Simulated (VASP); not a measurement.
An input for Ansatz (written as the equivalent of a VASP run, and not itself run):

Ansatz 0.2 input:
```yaml
crystal:
  lattice:
    - [2.7909270, 1.6113420, 4.6042430]
    - [-2.7909270, 1.6113420, 4.6042430]
    - [0.0000000, -3.2226850, 4.6042430]
  atoms:
    - { symbol: Tl, position: [0.0000000, 0.0000000, 0.0000000] }
    - { symbol: Tl, position: [0.5000000, 0.5000000, 0.5000000] }
    - { symbol: Rh, position: [0.5000000, 0.0000000, 0.0000000] }
    - { symbol: Rh, position: [0.0000000, 0.5000000, 0.0000000] }
    - { symbol: Rh, position: [0.0000000, 0.0000000, 0.5000000] }
    - { symbol: S, position: [0.7197170, 0.7197170, 0.7197170] }
    - { symbol: S, position: [0.2802830, 0.2802830, 0.2802830] }
kpoints:
  mp_grid: { grid: [5, 5, 5] }
hamiltonian:
  xc: pbesol
  pseudopotentials: { kind: paw }
scf:
  occupations: { method: fermi_dirac, width: 0.1 }
  max_iter: 100
output: { forces: true, stress: true, eigenvalues: true }
```

Question: Translate this input to VASP (INCAR, KPOINTS, POSCAR, choice of POTCAR).

Answer: Several could match; the one computed here: 
INCAR:
```
SYSTEM = Tl2Rh3S2
PREC = Accurate
ENCUT = 300
EDIFF = 1E-6
NELM = 100
ALGO = Normal
LREAL = .FALSE.
LASPH = .TRUE.
ISMEAR = -1
SIGMA = 0.1
GGA = PS
LMAXMIX = 4
LWAVE = .FALSE.
LCHARG = .FALSE.
ISIF = 2
```

File KPOINTS:
```
Automatic mesh
0
Gamma
5 5 5
0 0 0
```

### POSCAR
```
Tl2Rh3S2
1
    2.7909270000     1.6113420000     4.6042430000
   -2.7909270000     1.6113420000     4.6042430000
    0.0000000000    -3.2226850000     4.6042430000
Tl Rh S
2 3 2
Direct
  0.0000000000   0.0000000000   0.0000000000
  0.5000000000   0.5000000000   0.5000000000
  0.5000000000   0.0000000000   0.0000000000
  0.0000000000   0.5000000000   0.0000000000
  0.0000000000   0.0000000000   0.5000000000
  0.7197170000   0.7197170000   0.7197170000
  0.2802830000   0.2802830000   0.2802830000
```

POTCAR, in this order: Tl_d Rh_pv S (PBE.64 set). Program: vasp_std.

The two are equivalent in intent, not identical: each code has its own PAW files, so the cut-off isn't converted (ENCUT is set for VASP's; basis.ecutwfc is left out, and Ansatz then takes the one that its files recommend); Ansatz stops its SCF on the density residual and VASP on the energy change (EDIFF).

The structure comes from a computed database's Tl2Rh3S2 entry (R-3m); how it stands against other phases isn't given here. The cell was not relaxed at this level, and its volume differs by -5.9 % from the start's.
